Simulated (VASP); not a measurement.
Consider the following.

```
BaHg
1.0
    4.17876     0.00000     0.00000
    0.00000     4.17876     0.00000
    0.00000     0.00000     4.17876
Ba Hg
1 1
Cartesian
  0.00000   0.00000   0.00000
  2.08938   2.08938   2.08938
```
Cell charge -0.1.

Level of theory: PBE GGA, VASP's PBE PAW potentials (set 64) (plane waves; VASP). Settings: NELECT = 22.1, 400 eV cut-off, 8×8×8 Γ-centred mesh, Gaussian smearing of 0.050 eV, potentials Ba_sv Hg.

The cell is charged, with a uniform compensating background.

Q: Give the stress tensor in GPa (positive for a compressed cell).

A: 
```
1.82  0.00  0.00
0.00  1.82  0.00
0.00  0.00  1.82
```
The pressure is its mean diagonal, 1.82 GPa.

The structure comes from a computed database's BaHg entry (Pm-3m); how it stands against other phases isn't given here. The cell was not relaxed at this level. The run is one of a series of settings (ISMEAR = 0, NELECT = 22.1, SIGMA = 0.05 against the base run), some of them coarse on purpose.
